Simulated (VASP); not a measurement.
Input:

```xyz
2
Lattice="2.6010 0.0000 0.0000 0.0000 2.6010 0.0000 0.0000 0.0000 3.7468" Properties=species:S:1:pos:R:3 pbc="T T T"
Ti     0.0000     0.0000     0.0000
Al     1.3005     1.3005     1.8734
```

All values below come from PBE GGA, VASP's PBE PAW potentials (set 64) (plane waves; VASP 6.6.1). Numerical set-up: 500 eV cut-off, 14×14×10 Γ-centred mesh, first-order Methfessel-Paxton smearing of 0.10 eV, potentials Ti_sv Al.

Q: Predict the energy per atom (σ→0), pressure, band gap (on the k-mesh) with the smallest direct gap where there is one.

A: 
The band gap (on the k-mesh) is none (metal, semimetal or under 0.01 eV), the energy per atom (σ→0) is -5785 meV/atom and the pressure comes out as 44.84 GPa.

Only differences to runs with the same potentials and settings are physical.

The compound is TiAl in the L1_0 structure. It was relaxed first under an external pressure of 45 GPa. The electron count is odd and the run is not spin-polarised, which forces a metal.
